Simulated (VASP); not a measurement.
Here is the system:

```
AlN
1.0
    0.00000     2.17339     2.17339
    2.17339     0.00000     2.17339
    2.17339     2.17339     0.00000
Al N
1 1
Direct
  0.00000   0.00000   0.00000
  0.25000   0.25000   0.25000
```

These are LDA (Ceperley-Alder, Perdew-Zunger), VASP's LDA PAW potentials (set 64) (plane waves; VASP) values and carry that method's errors. Numerical set-up: 520 eV cut-off, 10×10×10 Γ-centred mesh, Gaussian smearing of 0.010 eV, potentials Al N.

Q: Give the electronic dielectric tensor ε∞ (DFPT, local fields included).

A: 
```
4.55  0.00  0.00
0.00  4.55  0.00
0.00  0.00  4.55
```

Q: Give the Born effective charges.

A: 
| atom | Z*xx | Z*yy | Z*zz | mean |
|---|---|---|---|---|
| Al1 | 2.53 | 2.53 | 2.53 | 2.53 |
| N2 | -2.53 | -2.53 | -2.53 | -2.53 |

Q: And the static tensor with the ions free?

A: 
```
8.28  0.00  0.00
0.00  8.28  0.00
0.00  0.00  8.28
```

Q: Which frequencies do the optical Γ-point modes have (no LO-TO splitting)?

A: 668 (×3) cm⁻¹.

The piezoelectric tensor e of the same run, ions relaxed (C/m²):

```csv
,xx,yy,zz,yz,xz,xy
x,0.00,0.00,0.00,0.59,0.00,0.00
y,0.00,0.00,0.00,0.00,0.59,0.00
z,0.00,0.00,0.00,0.00,0.00,0.59
```

The compound is AlN in the zinc blende structure, a metastable form; wurtzite is the usual one. It was relaxed first.
